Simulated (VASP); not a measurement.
A VASP calculation is set up with these files.

### INCAR
```
SYSTEM = GaIn3As4
PREC = Accurate
ENCUT = 400
EDIFF = 1E-6
NELM = 100
ALGO = Normal
LREAL = .FALSE.
LASPH = .TRUE.
ISMEAR = 0
SIGMA = 0.05
GGA = PE
LMAXMIX = 4
LWAVE = .TRUE.
LCHARG = .FALSE.
```

File KPOINTS:
```
Automatic mesh
0
Gamma
4 4 4
0 0 0
```

### POSCAR
```
GaIn3As4
6.0761240
  0.9999999818   0.0000000000   0.0000000000
  0.0000000000   0.9999999818   0.0000000000
  0.0000000000   0.0000000000   0.9999999818
In As Ga
3 4 1
Cart
  0.0000000000   0.0000000000   0.0000000000
  0.4999999909   0.4999999909   0.0000000000
  0.4999999909   0.0000000000   0.4999999909
  0.2400884591   0.2599115318   0.2599115318
  0.7599115227   0.7400884500   0.2599115318
  0.7599115227   0.2599115318   0.7400884500
  0.2400884591   0.7400884500   0.7400884500
  0.0000000000   0.4999999909   0.4999999909
```

POTCAR, in this order: In_d As Ga_d (PBE.64 set). Program: vasp_std.

**Question.** Write an equivalent input for Quantum ESPRESSO's pw.x.

**Answer.** One equivalent input (not run):
```
&CONTROL
  calculation = 'scf'
  pseudo_dir = './pseudo'
  outdir = './out'
  tprnfor = .true.
  tstress = .true.
/
&SYSTEM
  ibrav = 0
  nat = 8
  ntyp = 3
  ecutwfc = 84
  occupations = 'smearing'
  smearing = 'gaussian'
  degauss = 0.003675
  input_dft = 'pbe'
/
&ELECTRONS
  conv_thr = 7.3e-08
  electron_maxstep = 100
/
ATOMIC_SPECIES
  In 114.818 In.upf
  As 74.922 As.upf
  Ga 69.723 Ga.upf
CELL_PARAMETERS angstrom
     6.0761239    0.0000000    0.0000000
     0.0000000    6.0761239    0.0000000
     0.0000000    0.0000000    6.0761239
ATOMIC_POSITIONS crystal
  In   0.0000000  0.0000000  0.0000000
  In   0.5000000  0.5000000  0.0000000
  In   0.5000000  0.0000000  0.5000000
  As   0.2400885  0.2599115  0.2599115
  As   0.7599115  0.7400885  0.2599115
  As   0.7599115  0.2599115  0.7400885
  As   0.2400885  0.7400885  0.7400885
  Ga   0.0000000  0.5000000  0.5000000
K_POINTS automatic
  4 4 4 0 0 0
```
The two are equivalent in intent, not identical: the potentials are each code's own (VASP's PAW set, PseudoDojo norm-conserving files in pw.x), so ENCUT and ecutwfc are chosen apart and not converted; conv_thr bounds pw.x's estimated SCF error, while EDIFF bounds the energy change between steps.

The structure was generated: GaIn3As4 was put into an ordered model structure (P-43m), which need not be its known phase. It was relaxed first, which changed the volume by +6 %.
